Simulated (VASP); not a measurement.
# Li3ZrN2 (P4mm) in VASP: density of states with PBE

Aim: the density of states of Li3ZrN2 with PBE.

All numbers are computed with VASP 6.6.1; they aren't measurements. Logs are shortened: lines on timing, memory, paths and dates and some standing lists are left out, and cuts for length are marked.

## (1) Starting point

Symmetry: P4mm, No. 99, tetragonal system. The conventional cell has a = 3.181 Å, b = 3.181 Å, c = 8.648 Å, α = 90.00°, β = 90.00°, γ = 90.00°. Li (site symmetry 4mm) has 1 N at 1.95 Å as nearest neighbours. Li (site symmetry 4mm) is surrounded by 5 N at 2.25 to 2.28 Å. Li (site symmetry 4mm) has 1 N at 1.85 Å as nearest neighbours. Around Zr (site symmetry 4mm) lie 1 N at 1.92 Å. N (site symmetry 4mm) has 1 Li at 1.95 Å as nearest neighbours. N (site symmetry 4mm) has 1 Li at 1.85 Å and 1 Zr at 1.92 Å as nearest neighbours.

The cell was built by a generator and needn't be a form met in nature.

## (2) Density of states, PBE

File POSCAR:

```
Li3ZrN2                                 
1.0
    3.1807800983      0.0000000000      0.0000000000
    0.0000000000      3.1807800983      0.0000000000
    0.0000000000      0.0000000000      8.6480193801
  Li              Zr              N             
     3     1     2
Direct
     0.0000000000000000    0.0000000000000000    0.8853603962811836
     0.0000000000000000    0.0000000000000000    0.3745202335484570
     0.5000000000000000    0.5000000000000000    0.5931941120737403
     0.5000000000000000    0.5000000000000000    0.1572117558831874
     0.0000000000000000    0.0000000000000000    0.1110795410317899
     0.5000000000000000    0.5000000000000000    0.3788202711816383
```

File INCAR.step1:

```
  PREC = Accurate
  ENCUT = 520
  EDIFF = 1E-6
  ISMEAR = 0
  SIGMA = 0.1
  LREAL = False
  LASPH = True
  NELM = 100
  ALGO = Normal
  ISIF = 2
  LWAVE = False
  LCHARG = True
  LMAXMIX = 4
  GGA = PE
  KPAR = 4
```

File KPOINTS.step1:

```
Automatic mesh
0
Gamma
  10 10 4
```

File INCAR.step2:

```
  PREC = Accurate
  ENCUT = 520
  EDIFF = 1E-6
  ISMEAR = -5
  SIGMA = 0.1
  LREAL = False
  LASPH = True
  NELM = 100
  ALGO = Normal
  ISIF = 2
  LWAVE = False
  LCHARG = False
  LMAXMIX = 4
  GGA = PE
  LORBIT = 11
  KPAR = 4
  NEDOS = 1001
  ICHARG = 11
```

File KPOINTS.step2:

```
Automatic mesh
0
Gamma
  15 15 6
```

Potentials or basis: VASP PAW PBE potentials, release 64 (Li_sv, Zr_sv, N).

The run is started by

```bash
> cat potpaw_PBE.64/Li_sv/POTCAR potpaw_PBE.64/Zr_sv/POTCAR potpaw_PBE.64/N/POTCAR > POTCAR
> cp INCAR.step1 INCAR
> cp KPOINTS.step1 KPOINTS
> mpirun -np 4 vasp_std > vasp.out
> cp INCAR.step2 INCAR
> cp KPOINTS.step2 KPOINTS
> mpirun -np 4 vasp_std > vasp.out
```

OUTCAR:

```text
PREC = Accurate
   ENCUT = 520
   EDIFF = 1E-6
   ISMEAR = -5
   LREAL = False
   LASPH = True
   NELM = 100
   ISIF = 2
   GGA = PE
   LORBIT = 11
   ICHARG = 11

 ion  position               nearest neighbor table
   1  0.000  0.000  0.885-   5 1.95
   2  0.000  0.000  0.375-   4 2.93   4 2.93   4 2.93   4 2.93
   3  0.500  0.500  0.593-   6 1.85
   4  0.500  0.500  0.157-   6 1.92   5 2.28   5 2.28   5 2.28   5 2.28   2 2.93   2 2.93   2 2.93
                             2 2.93
   5  0.000  0.000  0.111-   1 1.95   4 2.28   4 2.28   4 2.28   4 2.28
   6  0.500  0.500  0.379-   3 1.85   4 1.92

  LATTYP: Found a simple tetragonal cell.
 ALAT       =     3.1807800983
 C/A-ratio  =     2.7188359814

  Lattice vectors:

 A1 = (   3.1807800983,   0.0000000000,   0.0000000000)
 A2 = (   0.0000000000,   3.1807800983,   0.0000000000)
 A3 = (   0.0000000000,   0.0000000000,   8.6480193801)

Analysis of symmetry for initial positions (statically):
=====================================================================
 Subroutine PRICEL returns:
 Original cell was already a primitive cell.

 Routine SETGRP: Setting up the symmetry group for a
 simple tetragonal supercell.

 Subroutine GETGRP returns: Found  8 space group operations
 (whereof  8 operations were pure point group operations)
 out of a pool of 16 trial point group operations.

The static configuration has the point symmetry C_4v.

Analysis of symmetry for dynamics (positions and initial velocities):
=====================================================================
 Subroutine PRICEL returns:
 Original cell was already a primitive cell.

 Routine SETGRP: Setting up the symmetry group for a
 simple tetragonal supercell.

 Subroutine GETGRP returns: Found  8 space group operations
 (whereof  8 operations were pure point group operations)
 out of a pool of 16 trial point group operations.

The dynamic configuration has the point symmetry C_4v.

 Subroutine INISYM returns: Found  8 space group operations
 (whereof  8 operations are pure point group operations),
 and found     1 'primitive' translations

----------------------------------------------------------------------------------------

                                     Primitive cell

  volume of cell :      87.4951
[... 111 lines left out ...]
   NUPDOWN=      -1.0000    fix difference up-down
   EMIN   =  10.00;   EMAX   =-10.00  energy-range for DOS
   EFERMI =   0.00;   METHOD = LEGACY
   ISMEAR =    -5;   SIGMA  =   0.10  broadening in eV -4-tet -1-fermi 0-gaus
   EFERMI_NEDOS =   21; number of points for ismear=-14 and -15
   IALGO  =     38    algorithm
   IMIX   =      4    mixing-type and parameters
     AMIX     =   0.40;   BMIX     =  1.00
     AMIX_MAG =   1.60;   BMIX_MAG =  1.00
  volume/ion in A,a.u.               =      14.58        98.41
  Fermi-wavevector in a.u.,A,eV,Ry     =   1.158424  2.189103 18.258275  1.341945
  Thomas-Fermi vector in A             =   2.295026
   LORBIT       =     11    0 simple, 1 ext, 2 COOP (PROOUT), +10 PAW based schemes
   GGA     = PE    functional components
   LHFCALC =     F    Hartree Fock is set to
   AEXX    =    0.0000 exact exchange contribution
   IVDW    =     0    specifies the selected vdW correction
   LEPSILON=     F    determine dielectric tensor
   LRPA    =     F    only Hartree local field effects (RPA)
 non-spin polarized calculation
 Fermi weights with tetrahedron method with Bloechl corrections
  energy-cutoff  :      520.00
  volume of cell :       87.50
 maximum number of plane-waves:      2400
 NGX is ok and might be reduce to    24

 number of electron      30.9999970 magnetization

 Free energy of the ion-electron system (eV)
  ---------------------------------------------------
  ext. energy  EPLUGINS =         0.00000000
  ---------------------------------------------------
  free energy    TOTEN  =       -35.37388135 eV

  energy without entropy =      -35.37388135  energy(sigma->0) =      -35.37388135

 E-fermi :   3.2741     XC(G=0):  -8.8945

 val. band max:        3.3105899245   @ k =   0.4667   0.0000   0.0000
 cond. band min:       3.2470393938   @ k =   0.0667   0.0000   0.0000
 fundamental gap:     -0.0635505307
 Fermi energy:         3.2740928700

 k-point     1 :       0.0000    0.0000    0.0000
  band No.  band energies     occupation
      1     -44.6214      2.00000
      2     -42.8522      2.00000
      3     -42.3544      2.00000
      4     -40.8924      2.00000
      5     -22.9579      2.00000
      6     -22.4815      2.00000
[... 505 lines left out ...]
      6     -22.8738      2.00000
[... 11 lines left out ...]
     18       6.7859      0.00000
     19       7.3185      0.00000

 [... further k-points ...]

------------------------ aborting loop because EDIFF is reached ----------------------------------------

  FORCE on cell =-STRESS in cart. coord.  units (eV):
  Direction    XX          YY          ZZ          XY          YZ          ZX
  --------------------------------------------------------------------------------------
  -------------------------------------------------------------------------------------
  Total        0.3958948      0.3958948      0.2431023      0.0000000      0.0000000      0.0000000
  in kB        7.2494721      7.2494721      4.4515959      0.0000000      0.0000000      0.0000000
  external PRESSURE =       6.3168467 kB  Pullay stress =       0.0000000 kB

 VOLUME and BASIS-vectors are now :
 -----------------------------------------------------------------------------
  energy-cutoff  :      520.00
  volume of cell :       87.50
      direct lattice vectors                 reciprocal lattice vectors
     3.180780098  0.000000000  0.000000000     0.314388285  0.000000000  0.000000000
     0.000000000  3.180780098  0.000000000     0.000000000  0.314388285  0.000000000
     0.000000000  0.000000000  8.648019380     0.000000000  0.000000000  0.115633413

 POSITION                                       TOTAL-FORCE (eV/Angst)
 -----------------------------------------------------------------------------------
      0.00000      0.00000      7.65661         0.000000      0.000000      0.022527
      0.00000      0.00000      3.23886         0.000000     -0.000000     -0.013860
      1.59039      1.59039      5.12995        -0.000000     -0.000000     -0.069265
      1.59039      1.59039      1.35957         0.000000      0.000000      0.147742
      0.00000      0.00000      0.96062         0.000000      0.000000      0.002754
      1.59039      1.59039      3.27605         0.000000     -0.000000     -0.089899
 -----------------------------------------------------------------------------------
    total drift:                                0.000000     -0.000000     -0.010918

  FREE ENERGIE OF THE ION-ELECTRON SYSTEM (eV)
  ---------------------------------------------------
  free  energy   TOTEN  =       -35.3738813547 eV

  energy  without entropy=      -35.3738813547  energy(sigma->0) =      -35.37388135

 total charge

# of ion       s       p       d       tot
------------------------------------------
    1        2.030   0.054   0.000   2.084
    2        2.021   0.063   0.000   2.084
    3        2.031   0.061   0.000   2.092
    4        2.205   6.028   1.769  10.002
    5        1.243   2.445   0.000   3.688
    6        1.274   2.416   0.000   3.690
--------------------------------------------------
tot         10.804  11.066   1.769  23.639
```

OUTCAR.step1:

```text
PREC = Accurate
   ENCUT = 520
   EDIFF = 1E-6
   ISMEAR = 0
   LREAL = False
[... 768 lines left out ...]
      1.59039      1.59039      5.12995         0.000000     -0.000000     -0.000331
      1.59039      1.59039      1.35957         0.000000      0.000000     -0.000222
      0.00000      0.00000      0.96062         0.000000     -0.000000      0.000289
      1.59039      1.59039      3.27605         0.000000      0.000000      0.004316
 -----------------------------------------------------------------------------------
    total drift:                                0.000000     -0.000000     -0.007743

  FREE ENERGIE OF THE ION-ELECTRON SYSTEM (eV)
  ---------------------------------------------------
  free  energy   TOTEN  =       -35.3783784186 eV

  energy  without entropy=      -35.3697875574  energy(sigma->0) =      -35.37408299
```

It took 30 s on 4 MPI ranks of Intel Xeon 6975P-C (Granite Rapids), shared host; peak memory 0.35 GiB.

Results:

| Property | Result |
| --- | --- |
| Valence electrons inside the program's atomic spheres | Li 2.08, 2.09; Zr 10.00; N 3.69 |

Levels at points of the mesh, in eV from the Fermi level:
| k point | band 12 | band 13 | band 14 | band 15 | band 16 | band 17 | band 18 | band 19 |
| --- | --- | --- | --- | --- | --- | --- | --- | --- |
| (0.00, 0.00, 0.00) | -1.64 | -1.22 | -1.22 | -0.49 | -0.35 | -0.35 | 2.73 | 4.38 |
| (0.00, 0.00, 0.50) | -1.38 | -1.22 | -1.22 | -0.49 | -0.35 | -0.35 | 2.01 | 4.38 |

States per cell in windows of 1 eV (zero at the Fermi level; states under -8 eV left out):
| from (eV) | total | Zr4_d | N5_p | N6_p | Zr4_p | Zr4_s | Li1_p |
| --- | --- | --- | --- | --- | --- | --- | --- |
| -8.0 | 0.00 | 0.00 | 0.00 | 0.00 | 0.00 | 0.00 | 0.00 |
| -7.0 | 0.00 | 0.00 | 0.00 | 0.00 | 0.00 | 0.00 | 0.00 |
| -6.0 | 0.00 | 0.00 | 0.00 | 0.00 | 0.00 | 0.00 | 0.00 |
| -5.0 | 0.68 | 0.10 | 0.23 | 0.00 | 0.01 | 0.05 | 0.00 |
| -4.0 | 3.28 | 0.51 | 0.95 | 0.18 | 0.04 | 0.05 | 0.01 |
| -3.0 | 3.28 | 0.40 | 0.78 | 0.47 | 0.10 | 0.03 | 0.01 |
| -2.0 | 4.22 | 0.46 | 0.52 | 1.16 | 0.04 | 0.05 | 0.02 |
| -1.0 | 2.18 | 0.21 | 0.07 | 0.71 | 0.01 | 0.00 | 0.02 |
| 0.0 | 0.87 | 0.09 | 0.04 | 0.07 | 0.01 | 0.00 | 0.02 |
| 1.0 | 1.22 | 0.19 | 0.05 | 0.05 | 0.01 | 0.00 | 0.03 |
| 2.0 | 1.64 | 0.28 | 0.10 | 0.08 | 0.02 | 0.01 | 0.03 |
| 3.0 | 2.12 | 0.75 | 0.10 | 0.10 | 0.01 | 0.01 | 0.02 |
| 4.0 | 1.20 | 0.53 | 0.07 | 0.05 | 0.00 | 0.01 | 0.01 |
| 5.0 | 0.00 | 0.00 | 0.00 | 0.00 | 0.00 | 0.00 | 0.00 |
| 6.0 | 0.00 | 0.00 | 0.00 | 0.00 | 0.00 | 0.00 | 0.00 |

Caveat: the cutoff is under 1.25 times the usual one of these potentials, so pressure, stress and relaxed cells hold a basis-set (Pulay) error; tetrahedron occupations give inexact forces and stress in metals.
